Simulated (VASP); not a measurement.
# Converging a slab model of Zr(0001), part 4 of 5

Wanted: the error that each setting leaves in the work function or ionisation potential of Zr(0001).

VASP 6.6.1, plane waves and PAW; the level of theory is named at each step.

So far, highest filled level below the vacuum (eV): step 2 (the base run) 4.21; step 3 (another mesh, mesh points along a 3, k-mesh 3×3×1) 4.42; step 11 (a lower cutoff, ENCUT 210) 4.23.

## 12. A lower cutoff, ENCUT 280

Level of this step: PBE; plane waves and PAW (Zr_sv) (VASP).

INCAR

```
SYSTEM = Zr
PREC = Normal
ENCUT = 280
EDIFF = 1E-06
NELM = 120
ISMEAR = 1
SIGMA = 0.1
LREAL = .FALSE.
ALGO = Normal
GGA = PE
NBANDS = 52
LORBIT = 11
LWAVE = .FALSE.
LCHARG = .FALSE.
KPAR = 4
IDIPOL = 3
LDIPOL = .TRUE.
DIPOL = 0.5 0.5 0.5
LVHAR = .TRUE.
LVACPOTAV = .TRUE.
```

POSCAR

```
Zr
1.0
    3.2300000000      0.0000000000      0.0000000000
    1.6150000000      2.7972620542      0.0000000000
    0.0000000000      0.0000000000     33.4361700000
Zr
7
Direct
    0.0000000000      0.0000000000      0.2691695849
    0.6666666667      0.6666666667      0.3461130566
    0.0000000000      0.0000000000      0.4230565283
    0.6666666667      0.6666666667      0.5000000000
    0.0000000000      0.0000000000      0.5769434717
    0.6666666667      0.6666666667      0.6538869434
    0.0000000000      0.0000000000      0.7308304151
```

KPOINTS

```
Automatic mesh
0
Gamma
9 9 1
0 0 0
```

PAW data sets: Zr_sv (PBE family, release 64).

Command:

```sh
$ mpirun -np 4 vasp_std
```

The log of the run:

```text
[... set-up lines as in an earlier step ...]
 entering main loop
       N       E                     dE             d eps       ncg     rms          rms(c)
DAV:   1     0.547439006061E+03    0.54744E+03   -0.36085E+04  1680   0.973E+02
DAV:   2     0.915180728930E+01   -0.53829E+03   -0.52390E+03  1408   0.341E+02
DAV:   3    -0.521674955108E+02   -0.61319E+02   -0.59938E+02  2072   0.650E+01
DAV:   4    -0.613276707905E+02   -0.91602E+01   -0.90942E+01  2096   0.280E+01
[...]
DAV:  30    -0.576788361192E+02   -0.25210E-05   -0.25589E-07   792   0.223E-03    0.767E-04
DAV:  31    -0.576788375251E+02   -0.14059E-05   -0.56851E-08   776   0.988E-04    0.878E-04
DAV:  32    -0.576788385122E+02   -0.98711E-06   -0.60981E-08   784   0.749E-04
 [... a notice as in an earlier step ...]

   1 F= -.57678839E+02 E0= -.57676145E+02  d E =-.808133E-02
```

Wall time 17 s (4 MPI ranks of AMD EPYC 9R45, shared host); peak memory 0.71 GiB.

OUTCAR, selected parts (step 12):

```text
  Total       -2.3075367     -2.3075367     -1.6268368      0.0000000      0.0000000      0.0000000
  in kB      -12.2379026    -12.2379026     -8.6278457      0.0000000      0.0000000      0.0000000
  external PRESSURE =     -11.0345503 kB  Pullay stress =       0.0000000 kB

 POSITION                                       TOTAL-FORCE (eV/Angst)
 -----------------------------------------------------------------------------------
      0.00000      0.00000      9.00000         0.000000      0.000000      0.440842
      3.23000      1.86484     11.57269        -0.000000     -0.000000     -0.586611
      0.00000      0.00000     14.14539        -0.000000     -0.000000      0.054750
      3.23000      1.86484     16.71808        -0.000000     -0.000000      0.000000
      0.00000      0.00000     19.29078        -0.000000     -0.000000     -0.054750
      3.23000      1.86484     21.86348        -0.000000      0.000000      0.586611
      0.00000      0.00000     24.43617         0.000000      0.000000     -0.440842
 -----------------------------------------------------------------------------------
    total drift:                               -0.000001     -0.000001      0.000000

  FREE ENERGIE OF THE ION-ELECTRON SYSTEM (eV)
  ---------------------------------------------------
  free  energy   TOTEN  =       -57.6788385122 eV

  energy  without entropy=      -57.6707571815  energy(sigma->0) =      -57.67614474

[... 1 part as in an earlier step ...]

[... 2 further parts left out ...]
[key lines of the parts left out:]
E-fermi :   3.0238
```

This step gave:

| Quantity | Value |
| --- | --- |
| electronic cycles | 32 |
| free energy (TOTEN) | -57.6788 eV |
| energy at zero smearing | -57.6761 eV |
| Fermi energy | 3.024 eV |
| vacuum levels | 7.232, 7.232 eV |
| work functions of the upper and lower face | 4.208, 4.208 eV |
| highest filled level below the vacuum | 4.208 eV |

Against the base run its depth below the vacuum changes by -0.00 eV and the energy by +6.3 meV an atom.

## 13. Another smearing width, SIGMA 0.02

The width trades sharpness at the Fermi level against the mesh needed.

Edit INCAR of step 12 so:

```diff
@@ -2,3 +2,3 @@
 PREC = Normal
-ENCUT = 280
+ENCUT = 350
 EDIFF = 1E-06
@@ -6,3 +6,3 @@
 ISMEAR = 1
-SIGMA = 0.1
+SIGMA = 0.02
 LREAL = .FALSE.
```

POSCAR is that of step 12.

KPOINTS is that of step 12.

Command:

```sh
$ mpirun -np 4 vasp_std
```

The log of the run:

```text
[... set-up lines as in an earlier step ...]
 entering main loop
       N       E                     dE             d eps       ncg     rms          rms(c)
DAV:   1     0.666401672293E+03    0.66640E+03   -0.38656E+04  1584   0.113E+03
DAV:   2     0.140355397071E+02   -0.65237E+03   -0.63692E+03  1416   0.380E+02
DAV:   3    -0.512641199216E+02   -0.65300E+02   -0.63918E+02  2072   0.724E+01
DAV:   4    -0.611706406571E+02   -0.99065E+01   -0.98382E+01  2120   0.297E+01
[...]
DAV:  31    -0.577164328378E+02   -0.32905E-05   -0.13796E-07   772   0.149E-03    0.785E-04
DAV:  32    -0.577164343133E+02   -0.14754E-05   -0.68319E-08   764   0.929E-04    0.415E-04
DAV:  33    -0.577164348716E+02   -0.55832E-06   -0.29207E-08   744   0.481E-04
 [... a notice as in an earlier step ...]

   1 F= -.57716435E+02 E0= -.57716172E+02  d E =-.788968E-03
```

Wall time 25 s (4 MPI ranks); peak memory 0.87 GiB.

Parts of OUTCAR (step 13):

```text
  Total       -2.9598146     -2.9598146     -2.1809169      0.0000000      0.0000000     -0.0000000
  in kB      -15.6972252    -15.6972252    -11.5663810      0.0000000      0.0000000     -0.0000000
  external PRESSURE =     -14.3202771 kB  Pullay stress =       0.0000000 kB

 POSITION                                       TOTAL-FORCE (eV/Angst)
 -----------------------------------------------------------------------------------
      0.00000      0.00000      9.00000         0.000000      0.000000      0.457844
      3.23000      1.86484     11.57269        -0.000000     -0.000000     -0.582614
      0.00000      0.00000     14.14539         0.000000      0.000000      0.050288
      3.23000      1.86484     16.71808         0.000000      0.000000      0.000000
      0.00000      0.00000     19.29078        -0.000000      0.000000     -0.050288
      3.23000      1.86484     21.86348        -0.000000     -0.000000      0.582614
      0.00000      0.00000     24.43617         0.000000      0.000000     -0.457844
 -----------------------------------------------------------------------------------
    total drift:                               -0.000001     -0.000000      0.000000

  FREE ENERGIE OF THE ION-ELECTRON SYSTEM (eV)
  ---------------------------------------------------
  free  energy   TOTEN  =       -57.7164348716 eV

  energy  without entropy=      -57.7156459037  energy(sigma->0) =      -57.71617188

[... 2 parts as in an earlier step ...]

[... 1 further part left out ...]
[key lines of the parts left out:]
E-fermi :   3.0198
```

This step gave:

```yaml
electronic_cycles: 33
free_energy_toten: -57.7164 eV
energy_at_zero_smearing: -57.7162 eV
fermi_energy: 3.020 eV
vacuum_levels: 7.236, 7.236 eV
work_functions_of_the_upper_and_lower_face: 4.216, 4.216 eV
highest_filled_level_below_the_vacuum: 4.216 eV
```

Against the base run its depth below the vacuum changes by +0.00 eV and the energy by +0.5 meV an atom.

## 14. Another smearing width, SIGMA 0.4

Edit INCAR of step 13 so:

```diff
@@ -6,3 +6,3 @@
 ISMEAR = 1
-SIGMA = 0.02
+SIGMA = 0.4
 LREAL = .FALSE.
```

POSCAR is that of step 13.

KPOINTS is that of step 13.

Command:

```sh
$ mpirun -np 4 vasp_std
```

The log of the run:

```text
[... set-up lines as in an earlier step ...]
 entering main loop
       N       E                     dE             d eps       ncg     rms          rms(c)
DAV:   1     0.666400175574E+03    0.66640E+03   -0.38656E+04  1584   0.113E+03
DAV:   2     0.140180203322E+02   -0.65238E+03   -0.63697E+03  1416   0.380E+02
DAV:   3    -0.512887297513E+02   -0.65307E+02   -0.63803E+02  2072   0.725E+01
DAV:   4    -0.611909709881E+02   -0.99022E+01   -0.98262E+01  2120   0.297E+01
[...]
DAV:  31    -0.577255649989E+02   -0.13720E-05    0.37544E-07   764   0.848E-04    0.724E-04
DAV:  32    -0.577255660040E+02   -0.10051E-05    0.32435E-07   772   0.665E-04    0.292E-04
DAV:  33    -0.577255662573E+02   -0.25329E-06    0.32558E-07   728   0.372E-04
 [... a notice as in an earlier step ...]

   1 F= -.57725566E+02 E0= -.57735127E+02  d E =0.286813E-01
```

Elapsed: 25 s, on 4 MPI ranks; peak memory 0.86 GiB; 98 s of CPU time.

Parts of OUTCAR (step 14):

```text
  Total       -2.9114310     -2.9114310     -2.0848167      0.0000000      0.0000000      0.0000000
  in kB      -15.4406252    -15.4406252    -11.0567188      0.0000000      0.0000000      0.0000000
  external PRESSURE =     -13.9793230 kB  Pullay stress =       0.0000000 kB

 POSITION                                       TOTAL-FORCE (eV/Angst)
 -----------------------------------------------------------------------------------
      0.00000      0.00000      9.00000        -0.000000     -0.000000      0.439643
      3.23000      1.86484     11.57269         0.000000      0.000000     -0.564865
      0.00000      0.00000     14.14539        -0.000000     -0.000000      0.050870
      3.23000      1.86484     16.71808         0.000000     -0.000000      0.000000
      0.00000      0.00000     19.29078        -0.000000     -0.000000     -0.050870
      3.23000      1.86484     21.86348         0.000000      0.000000      0.564865
      0.00000      0.00000     24.43617        -0.000000      0.000000     -0.439643
 -----------------------------------------------------------------------------------
    total drift:                               -0.000001     -0.000000      0.000000

  FREE ENERGIE OF THE ION-ELECTRON SYSTEM (eV)
  ---------------------------------------------------
  free  energy   TOTEN  =       -57.7255662573 eV

  energy  without entropy=      -57.7542475163  energy(sigma->0) =      -57.73512668

[... 2 parts as in an earlier step ...]

[... 1 further part left out ...]
[key lines of the parts left out:]
E-fermi :   3.0050
```

Numbers from this step:

```yaml
free_energy_toten: -57.7256 eV
energy_at_zero_smearing: -57.7351 eV
fermi_energy: 3.005 eV
vacuum_levels: 7.196, 7.196 eV
work_functions_of_the_upper_and_lower_face: 4.191, 4.191 eV
highest_filled_level_below_the_vacuum: 4.191 eV
```

Against the base run its depth below the vacuum changes by -0.02 eV and the energy by -2.2 meV an atom.

## 15. Cost and result by level

Times are for 4 MPI ranks of AMD EPYC 9R45, shared host. Results by setting:

```csv
no.,run,electronic cycles,cutoff used less the lowest (eV),free energy (TOTEN) less the lowest (eV),highest filled level below the vacuum (eV),time,memory (GiB)
1,base run,33,140,0.002905,4.212,26 s,0.85
2,series over the cutoff,28,0,0.1801,4.228,9.6 s,0.56
3,series over the cutoff,32,70,0.04673,4.208,17 s,0.71
4,series over the smearing,33,140,0.009131,4.216,25 s,0.87
5,series over the smearing,33,140,0,4.191,25 s,0.86
```

## 16. Another level, functional LDA, disp none

This step: LDA; plane waves and PAW (Zr_sv) (VASP 6.6.1).

Beside the numerical settings stands the choice of exchange and correlation.

Edit INCAR of step 14 so:

```diff
@@ -6,6 +6,6 @@
 ISMEAR = 1
-SIGMA = 0.4
+SIGMA = 0.1
 LREAL = .FALSE.
 ALGO = Normal
-GGA = PE
+GGA = CA
 NBANDS = 52
```

POSCAR is that of step 14.

KPOINTS is that of step 14.

Command:

```sh
$ mpirun -np 4 vasp_std
```

The log of the run:

```text
[banner, memory and clock lines left out]
running    4 mpi-ranks, on    1 nodes
 distrk:  each k-point on    1 cores,    4 groups
 distr:  one band on    1 cores,    1 groups

 POSCAR found type information on POSCAR Zr
 POSCAR found :  1 types and       7 ions
|                                                                             |
|               ----> ADVICE to this user running VASP <----                  |
|                                                                             |
|     You enforced a specific xc type in the INCAR file but a different       |
|     [... a line on the potential file left out ...]
|     I HOPE YOU KNOW WHAT YOU ARE DOING!                                     |
|                                                                             |

 LDA part: xc-table for (Slater(with rela. corr.)+CA(PZ))
 , standard interpolation
 POSCAR, INCAR and KPOINTS ok, starting setup
 FFT: planning ... GRIDC
 FFT: planning ... GRID_SOFT
 FFT: planning ... GRID
 WAVECAR not read
 entering main loop
       N       E                     dE             d eps       ncg     rms          rms(c)
DAV:   1     0.663764269741E+03    0.66376E+03   -0.38545E+04  1576   0.113E+03
DAV:   2     0.839795321735E+01   -0.65537E+03   -0.63991E+03  1424   0.380E+02
DAV:   3    -0.569860402159E+02   -0.65384E+02   -0.64020E+02  2064   0.724E+01
DAV:   4    -0.670528826479E+02   -0.10067E+02   -0.99919E+01  2128   0.298E+01
DAV:   5    -0.682554856195E+02   -0.12026E+01   -0.12001E+01  1908   0.775E+00    0.291E+01
DAV:   6    -0.121464091818E+03   -0.53209E+02   -0.36287E+02  1940   0.508E+01    0.293E+01
DAV:   7    -0.951955802680E+02    0.26269E+02   -0.11040E+03  1848   0.384E+01    0.236E+01
DAV:   8    -0.719807241804E+02    0.23215E+02   -0.18337E+02  1648   0.320E+01    0.144E+01
DAV:   9    -0.641067554415E+02    0.78740E+01   -0.40101E+01  1728   0.140E+01    0.866E+00
DAV:  10    -0.635651755963E+02    0.54158E+00   -0.82295E+00  1936   0.553E+00    0.652E+00
DAV:  11    -0.636585059623E+02   -0.93330E-01   -0.63863E-01  1732   0.204E+00    0.627E+00
DAV:  12    -0.636656884740E+02   -0.71825E-02   -0.49646E-02  1764   0.699E-01    0.605E+00
DAV:  13    -0.632411126219E+02    0.42458E+00   -0.54839E-01  1708   0.224E+00    0.428E+00
DAV:  14    -0.630204186036E+02    0.22069E+00   -0.60114E-01  1444   0.335E+00    0.211E+00
DAV:  15    -0.629415574766E+02    0.78861E-01   -0.47216E-01  1936   0.218E+00    0.918E-01
DAV:  16    -0.629477773167E+02   -0.62198E-02   -0.65786E-02  1752   0.935E-01    0.786E-01
DAV:  17    -0.629497288006E+02   -0.19515E-02   -0.87197E-03  2024   0.406E-01    0.970E-01
DAV:  18    -0.629379518367E+02    0.11777E-01   -0.26445E-02  1440   0.585E-01    0.346E-01
DAV:  19    -0.629364725740E+02    0.14793E-02   -0.56651E-03  1824   0.246E-01    0.158E-01
DAV:  20    -0.629367382023E+02   -0.26563E-03   -0.47995E-04  1728   0.907E-02    0.148E-01
DAV:  21    -0.629366321978E+02    0.10600E-03   -0.97384E-04  1648   0.109E-01    0.303E-02
DAV:  22    -0.629367594483E+02   -0.12725E-03   -0.18342E-04  1732   0.457E-02    0.159E-02
DAV:  23    -0.629368841827E+02   -0.12473E-03   -0.73652E-05  1504   0.264E-02    0.137E-02
DAV:  24    -0.629370071602E+02   -0.12298E-03   -0.29025E-05  1176   0.138E-02    0.225E-02
DAV:  25    -0.629370335186E+02   -0.26358E-04   -0.13070E-05  1288   0.119E-02    0.747E-03
DAV:  26    -0.629370464143E+02   -0.12896E-04   -0.10291E-05  1296   0.127E-02    0.777E-03
DAV:  27    -0.629370499421E+02   -0.35278E-05   -0.20701E-06   904   0.542E-03    0.420E-03
DAV:  28    -0.629370559672E+02   -0.60250E-05   -0.42221E-06  1152   0.588E-03    0.164E-03
DAV:  29    -0.629370584960E+02   -0.25288E-05   -0.30138E-07   784   0.220E-03    0.201E-03
DAV:  30    -0.629370614707E+02   -0.29747E-05   -0.21888E-07   776   0.137E-03    0.146E-03
DAV:  31    -0.629370637935E+02   -0.23228E-05   -0.63868E-07   788   0.260E-03    0.639E-04
DAV:  32    -0.629370646945E+02   -0.90093E-06   -0.77354E-08   740   0.106E-03
 [... a notice as in an earlier step ...]

   1 F= -.62937065E+02 E0= -.62934738E+02  d E =-.698133E-02
```

Run time: 23 s. Hardware: 4 MPI ranks; peak memory 0.76 GiB.

Parts of OUTCAR (step 16):

```text
   NELECT =      84.0000    total number of electrons

 E-fermi :   2.7865

 k-point     1 :       0.0000    0.0000    0.0000
  band No.  band energies     occupation
    ...
     33      -0.6276      2.00000
     34      -0.3328      2.00000
     35      -0.2705      2.00000
     36       2.6422      2.06021
     37       2.6549      2.06865
     38       3.0131     -0.00618
     39       3.0341     -0.00258
     40       3.4088     -0.00000
     41       3.4350     -0.00000
     42       3.4350     -0.00000
    ...

  Total       -9.2192705     -9.2192705     -7.6007633      0.0000000      0.0000000      0.0000000
  in kB      -48.8939293    -48.8939293    -40.3102591      0.0000000      0.0000000      0.0000000
  external PRESSURE =     -46.0327059 kB  Pullay stress =       0.0000000 kB

 POSITION                                       TOTAL-FORCE (eV/Angst)
 -----------------------------------------------------------------------------------
      0.00000      0.00000      9.00000         0.000000      0.000000      0.814676
      3.23000      1.86484     11.57269        -0.000000     -0.000000     -0.582986
      0.00000      0.00000     14.14539         0.000000     -0.000000      0.049088
      3.23000      1.86484     16.71808        -0.000000     -0.000000     -0.000000
      0.00000      0.00000     19.29078        -0.000000     -0.000000     -0.049088
      3.23000      1.86484     21.86348         0.000000     -0.000000      0.582986
      0.00000      0.00000     24.43617        -0.000000      0.000000     -0.814676
 -----------------------------------------------------------------------------------
    total drift:                               -0.000001     -0.000000      0.000000

  FREE ENERGIE OF THE ION-ELECTRON SYSTEM (eV)
  ---------------------------------------------------
  free  energy   TOTEN  =       -62.9370646945 eV

  energy  without entropy=      -62.9300833663  energy(sigma->0) =      -62.93473759

 vacuum level on the upper side and lower side of the slab         7.208         7.208

[... 9 parts as in an earlier step ...]

[... 9 further parts left out ...]
```

The PAW data sets were made with PBE, though LDA sets exist; this is a small mismatch.

This step gave:

| Quantity | Value |
| --- | --- |
| electronic cycles | 32 |
| free energy (TOTEN) | -62.9371 eV |
| energy at zero smearing | -62.9347 eV |
| Fermi energy | 2.787 eV |
| vacuum levels | 7.208, 7.208 eV |
| work functions of the upper and lower face | 4.421, 4.421 eV |
| highest filled level below the vacuum | 4.421 eV |

Force by atom:

```csv
atom,x (eV/Å),y (eV/Å),z (eV/Å),size
Zr1,0.000,0.000,0.815,0.815
Zr2,0.000,0.000,-0.583,0.583
Zr3,0.000,0.000,0.049,0.049
Zr4,0.000,0.000,0.000,0.000
Zr5,0.000,0.000,-0.049,0.049
Zr6,0.000,0.000,0.583,0.583
Zr7,0.000,0.000,-0.815,0.815
```

Against the base run its depth below the vacuum changes by +0.21 eV.

## 17. Another level, functional PBEsol, disp none

This step: PBEsol; plane waves and PAW (Zr_sv) (VASP 6.6.1).

Edit INCAR of step 16 so:

```diff
@@ -9,3 +9,3 @@
 ALGO = Normal
-GGA = CA
+GGA = PS
 NBANDS = 52
```

POSCAR is that of step 16.

KPOINTS is that of step 16.

Command:

```sh
$ mpirun -np 4 vasp_std
```

The log of the run:

```text
[banner, memory and clock lines left out]
running    4 mpi-ranks, on    1 nodes
[...]
[... a notice as in an earlier step ...]

 LDA part: xc-table for (Slater+PW92), standard interpolation
 POSCAR, INCAR and KPOINTS ok, starting setup
[...]
entering main loop
       N       E                     dE             d eps       ncg     rms          rms(c)
DAV:   1     0.666555371059E+03    0.66656E+03   -0.38570E+04  1576   0.113E+03
DAV:   2     0.102097736096E+02   -0.65635E+03   -0.64071E+03  1420   0.380E+02
DAV:   3    -0.552571829128E+02   -0.65467E+02   -0.64130E+02  2056   0.728E+01
DAV:   4    -0.653161892023E+02   -0.10059E+02   -0.99877E+01  2120   0.299E+01
[...]
DAV:  31    -0.613863317158E+02   -0.14353E-05   -0.13560E-07   776   0.144E-03    0.131E-03
DAV:  32    -0.613863331956E+02   -0.14798E-05   -0.58846E-08   764   0.804E-04    0.819E-04
DAV:  33    -0.613863339309E+02   -0.73526E-06   -0.78695E-08   740   0.112E-03
 [... a notice as in an earlier step ...]

   1 F= -.61386334E+02 E0= -.61383661E+02  d E =-.801888E-02
```

Wall time 25 s (4 MPI ranks); peak memory 0.87 GiB; 95 s of CPU time.

From OUTCAR (step 17):

```text
  Total       -6.5667519     -6.5667519     -5.4338009      0.0000000     -0.0000000      0.0000000
  in kB      -34.8264324    -34.8264324    -28.8178850      0.0000000     -0.0000000      0.0000000
  external PRESSURE =     -32.8235832 kB  Pullay stress =       0.0000000 kB

 POSITION                                       TOTAL-FORCE (eV/Angst)
 -----------------------------------------------------------------------------------
      0.00000      0.00000      9.00000         0.000000     -0.000000      0.671658
      3.23000      1.86484     11.57269        -0.000000     -0.000000     -0.588254
      0.00000      0.00000     14.14539        -0.000000      0.000000      0.055000
      3.23000      1.86484     16.71808         0.000000      0.000000      0.000000
      0.00000      0.00000     19.29078        -0.000000     -0.000000     -0.055000
      3.23000      1.86484     21.86348        -0.000000      0.000000      0.588254
      0.00000      0.00000     24.43617         0.000000      0.000000     -0.671658
 -----------------------------------------------------------------------------------
    total drift:                               -0.000001     -0.000000      0.000000

  FREE ENERGIE OF THE ION-ELECTRON SYSTEM (eV)
  ---------------------------------------------------
  free  energy   TOTEN  =       -61.3863339309 eV

  energy  without entropy=      -61.3783150550  energy(sigma->0) =      -61.38366097

[... 2 parts as in an earlier step ...]

[... 1 further part left out ...]
[key lines of the parts left out:]
E-fermi :   2.9159
```

The PAW data sets were made with PBE, which is usual practice but a small mismatch for other functionals.

Against the base run its depth below the vacuum changes by +0.08 eV.

(Part 4 of 5 ends here.)

[Lines on the potential files, build, host, timing and source positions are cut from VASP's logs without a mark.]

[Logs are printed without paths, hosts, clocks, repeated set-up lines and the standing remarks that a program may print on its own settings, such as how far it seeks lower states.]

[Hosts, paths, dates, database ids (printed as entryN), source tags and the programs' standing remarks are cut or masked in the printed files.]

[In band tables of VASP the shares of atoms and orbitals are scaled to a sum of 1 inside the atoms' spheres.]

[Runs that stopped without an error message from VASP are left out.]
